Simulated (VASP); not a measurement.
## MgZr (space group R-3m): computed properties

The numbers are results of PBEsol GGA, VASP's PBE PAW potentials (set 64) (plane waves; VASP), not measurements.

- space group = R-3m (166)
- cell = a = 3.0257 Å, b = 3.0257 Å, c = 16.3472 Å, α = 90.00°, β = 90.00°, γ = 120.00°
- volume per atom = 21.60 Å³/atom
- band gap (over mesh and band path) = none (metal, semimetal or under 0.01 eV)
- band gap with spin-orbit coupling = none (metallic)
- density = 4.44 g/cm³

```
MgZr
1.0
    1.51284     0.87344     5.44907
   -1.51284     0.87344     5.44907
    0.00000    -1.74688     5.44907
Mg Zr
1 1
Direct
  0.00000   0.00000   0.00000
  0.50000   0.50000   0.50000
```

The structure comes from a computed database's MgZr entry (R-3m); how it stands against other phases isn't given here. It was relaxed first. Symmetry was kept, so distortions that lower it aren't found.
